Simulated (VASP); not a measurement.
A convergence study with VASP on ZrO$_{2}$ (fluorite): a few settings are varied, all else stays as given below, so the limit is that of these other settings.

```
ZrO2
1.0
    0.00000     2.54500     2.54500
    2.54500     0.00000     2.54500
    2.54500     2.54500     0.00000
Zr O
1 2
Cartesian
  0.00000   0.00000   0.00000
  1.27250   1.27250   1.27250
  3.81750   3.81750   3.81750
```

Calculation: PBE GGA, VASP's PBE PAW potentials (set 64) (plane waves; VASP 6.6.1). The last row used: 700 eV cut-off, 14×14×14 Γ-centred mesh, second-order Methfessel-Paxton smearing of 0.40 eV, potentials Zr_sv O.

| setting | E (eV/atom) | pressure (GPa) | irreducible k-points |
|---|---|---|---|
| ISMEAR = -1, SIGMA = 0.01, 4×4×4 mesh | -9.5242 | 3.79 | 8 |
| ISMEAR = -1, SIGMA = 0.1, 4×4×4 mesh | -9.5242 | 3.79 | 8 |
| ISMEAR = 0, SIGMA = 0.01, 4×4×4 mesh | -9.5242 | 3.79 | 8 |
| ISMEAR = 0, SIGMA = 0.2, 4×4×4 mesh | -9.5242 | 3.79 | 8 |
| ISMEAR = 1, SIGMA = 0.05, 4×4×4 mesh | -9.5242 | 3.79 | 8 |
| ISMEAR = 1, SIGMA = 0.2, 4×4×4 mesh | -9.5242 | 3.79 | 8 |
| ISMEAR = 2, SIGMA = 0.05, 4×4×4 mesh | -9.5242 | 3.79 | 8 |
| ISMEAR = 2, SIGMA = 0.2, 4×4×4 mesh | -9.5242 | 3.79 | 8 |
| ISMEAR = -1, SIGMA = 0.01, 8×8×8 mesh | -9.5245 | 3.80 | 29 |
| ISMEAR = -1, SIGMA = 0.2, 8×8×8 mesh | -9.5245 | 3.80 | 29 |
| ISMEAR = 0, SIGMA = 0.01, 8×8×8 mesh | -9.5245 | 3.80 | 29 |
| ISMEAR = 0, SIGMA = 0.4, 8×8×8 mesh | -9.5245 | 3.80 | 29 |
| ISMEAR = 1, SIGMA = 0.05, 8×8×8 mesh | -9.5245 | 3.80 | 29 |
| ISMEAR = 1, SIGMA = 0.4, 8×8×8 mesh | -9.5250 | 3.79 | 29 |
| ISMEAR = 2, SIGMA = 0.05, 8×8×8 mesh | -9.5245 | 3.80 | 29 |
| ISMEAR = 2, SIGMA = 0.4, 8×8×8 mesh | -9.5247 | 3.79 | 29 |
| ISMEAR = -1, SIGMA = 0.05, 14×14×14 mesh | -9.5245 | 3.80 | 104 |
| ISMEAR = -1, SIGMA = 0.2, 14×14×14 mesh | -9.5245 | 3.80 | 104 |
| ISMEAR = 0, SIGMA = 0.1, 14×14×14 mesh | -9.5245 | 3.80 | 104 |
| ISMEAR = 0, SIGMA = 0.4, 14×14×14 mesh | -9.5245 | 3.80 | 104 |
| ISMEAR = 1, SIGMA = 0.1, 14×14×14 mesh | -9.5245 | 3.80 | 104 |
| ISMEAR = 1, SIGMA = 0.4, 14×14×14 mesh | -9.5249 | 3.79 | 104 |
| ISMEAR = 2, SIGMA = 0.1, 14×14×14 mesh | -9.5245 | 3.80 | 104 |
| ISMEAR = 2, SIGMA = 0.4, 14×14×14 mesh | -9.5245 | 3.79 | 104 |

Left out are rungs that failed or repeat a setting and relaxations that didn't move; long series are thinned to 24 rows.

The compound is ZrO2 in the fluorite structure, the high-temperature cubic form, which is unstable at 0 K; the monoclinic form is the stable one. The cell was not relaxed at this level.
